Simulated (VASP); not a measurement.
```
CELL_PARAMETERS angstrom
      0.00000     2.75232     2.75232
      2.75232     0.00000     2.75232
      2.75232     2.75232     0.00000
ATOMIC_POSITIONS crystal
  Mg 0.00000 0.00000 0.00000
  Se 0.50000 0.50000 0.50000
```

Method: PW91 GGA, VASP's PBE PAW potentials (set 64) (plane waves; VASP 6.6.1). Numerical set-up: 520 eV cut-off, Gaussian smearing of 0.050 eV, potentials Mg Se.

**Question.** Estimate the band gap (along the path) with the smallest direct gap where there is one.

**Answer.** 
```yaml
band gap (along the path): 1.78 eV
smallest direct gap (along the path): 2.44 eV
```

The absolute energy has meaning only against runs of the same code, potentials and settings.

The compound is MgSe in the rock salt structure. It was relaxed first.
